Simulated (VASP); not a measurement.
An input for Ansatz (written as the equivalent of a VASP run, and not itself run):

Ansatz 0.2 input:
```yaml
crystal:
  lattice:
    - [4.1658200, -2.2750000, 0.0000000]
    - [4.1658200, 2.2750000, 0.0000000]
    - [2.9234170, 0.0000000, 3.7394270]
  atoms:
    - { symbol: Bi, position: [0.2340000, 0.2340000, 0.2340000] }
    - { symbol: Bi, position: [0.7660000, 0.7660000, 0.7660000] }
kpoints:
  mp_grid: { grid: [9, 9, 9] }
hamiltonian:
  xc: pbe
  pseudopotentials: { kind: paw }
scf:
  occupations: { method: methfessel_paxton, width: 0.1 }
  max_iter: 100
relax:
  max_steps: 60
  f_tol: 0.01
  cell: {}
output: { forces: true, stress: true, eigenvalues: true }
```

Q: Translate this input to VASP (INCAR, KPOINTS, POSCAR, choice of POTCAR).

A: One answer among several that fit: 
INCAR:
```
# general
SYSTEM  = Bi
PREC    = Accurate
ENCUT   = 480
LREAL   = .False.
LASPH   = .True.

# electronic loop
EDIFF   = 1E-6
NELM    = 100
ALGO    = Normal
LMAXMIX = 4

# smearing
ISMEAR  = 1
SIGMA   = 0.1

# functional
GGA     = PE

# ions
IBRION  = 2
NSW     = 60
ISIF    = 3
EDIFFG  = -0.01

# output
LWAVE   = .False.
LCHARG  = .False.
```

**KPOINTS**
```
K-points
0
G
 9 9 9
```

**POSCAR**
```
Bi
1.0
  4.1658200000  -2.2750000000   0.0000000000
  4.1658200000   2.2750000000   0.0000000000
  2.9234170000   0.0000000000   3.7394270000
Bi
2
Cartesian
  2.6336833380   0.0000000000   0.8750259180
  8.6213736620  -0.0000000000   2.8644010820
```

POTCAR, in this order: Bi (PBE.64 set). Program: vasp_std.

What does not carry over: each code has its own PAW files, so the cut-off isn't converted (ENCUT is set for VASP's; basis.ecutwfc is left out, and Ansatz then takes the one that its files recommend); Ansatz stops its SCF on the density residual and VASP on the energy change (EDIFF).

The compound is Bi in the a7 structure. This run relaxes it. Symmetry was kept, so distortions that lower it aren't found.
